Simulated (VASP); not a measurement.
Method: TPSS meta-GGA, VASP's PBE PAW potentials (set 64) (plane waves; VASP).

VASP ran on this input.

KPOINTS_OPT:
```
k-points along high-symmetry lines
10
Line-mode
Reciprocal
  0.000000   0.000000   0.000000 ! GAMMA
 -0.500000  -0.500000   0.000000 ! X

 -0.500000  -0.500000   0.000000 ! X
 -0.375000  -0.375000   0.250000 ! U

 -0.375000  -0.000000   0.375000 ! K
  0.000000   0.000000   0.000000 ! GAMMA

  0.000000   0.000000   0.000000 ! GAMMA
 -0.000000  -0.000000   0.500000 ! L

 -0.000000  -0.000000   0.500000 ! L
 -0.500000  -0.250000   0.250000 ! W

 -0.500000  -0.250000   0.250000 ! W
 -0.500000  -0.500000   0.000000 ! X
```

File KPOINTS:
```
K-points
0
Gamma
 12 12 12
0 0 0
```

POSCAR:
```
AlN
3.1019260
  0.0000000000   0.7071067530   0.7071067530
  0.7071067530   0.0000000000   0.7071067530
  0.7071067530   0.7071067530   0.0000000000
Al N
1 1
direct
  0.0000000000   0.0000000000   0.0000000000
  0.2500000000   0.2500000000   0.2500000000
```

INCAR:
```
! general
SYSTEM =AlN
PREC   =Accurate
ENCUT  =520
LREAL  =.FALSE.
LASPH  =.TRUE.

! electronic loop
EDIFF  =1E-7
NELM   =100   ! most electronic steps
ALGO   =Normal   ! blocked Davidson
LMIXTAU=.TRUE.

! smearing
ISMEAR =-5   ! tetrahedra, Bloechl

! functional
METAGGA=TPSS

! ions
ISIF   =2

! output
LWAVE  =.FALSE.
LCHARG =.FALSE.
LORBIT =11
NEDOS  =601
```

POTCAR, in this order: Al N (PBE.64 set). Program: vasp_std.

Question: Estimate the energy per atom (σ→0), band gap (over mesh and band path).

Answer: 
The energy per atom (σ→0) is -10.523 eV/atom and the band gap (over mesh and band path) is 3.29 eV.

OSZICAR:
```
...
DAV:  16    -0.210467097918E+02    0.52324E-05   -0.28033E-05  1248   0.665E-02    0.611E-02
DAV:  17    -0.210467130668E+02   -0.32749E-05   -0.15736E-05  1184   0.367E-02    0.513E-02
DAV:  18    -0.210467093592E+02    0.37075E-05   -0.39130E-05  1176   0.466E-02    0.256E-03
DAV:  19    -0.210467129341E+02   -0.35749E-05   -0.13552E-06  1472   0.131E-02    0.355E-03
DAV:  20    -0.210467123499E+02    0.58425E-06   -0.24232E-07  1184   0.417E-03    0.213E-03
DAV:  21    -0.210467122600E+02    0.89835E-07   -0.69125E-08   688   0.275E-03
   1 F= -.21046712E+02 E0= -.21046712E+02  d E =0.000000E+00
       N       E                     dE             ncg
```

The compound is AlN in the zinc blende structure, a metastable form; wurtzite is the usual one. It was relaxed first.
